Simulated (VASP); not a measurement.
Shape and ions are relaxed at each volume.

Space group P6/mmm (No. 191); a = b = 3.157 Å, c = 3.509 Å, α = β = 90.00°, γ = 120.00°

```json
[
 {"atom": "Zr", "site": "1a", "symmetry": "6/mmm", "x": "0.0000", "y": "0.0000", "z": "0.0000"},
 {"atom": "B", "site": "2d", "symmetry": "-6m2", "x": "0.3333", "y": "0.6667", "z": "0.5000"}
]
```

The numbers are results of PBEsol GGA, VASP's PBE PAW potentials (set 64) (plane waves; VASP), not measurements. Numerical set-up: 520 eV cut-off, 11×11×9 Γ-centred mesh, first-order Methfessel-Paxton smearing of 0.10 eV, potentials Zr_sv B.

### Question
Give the energy at these volumes per atom, relative to the lowest: 9.48, 9.79, 10.09, 10.39, 10.70 Å³.

### Answer
31.7, 7.6, 0.0, 6.6, 25.4 meV/atom. A third-order Birch-Murnaghan fit gives B0 = 250 GPa and B0′ = 3.9.

The compound is ZrB2 in the AlB2 type structure. It was relaxed first.
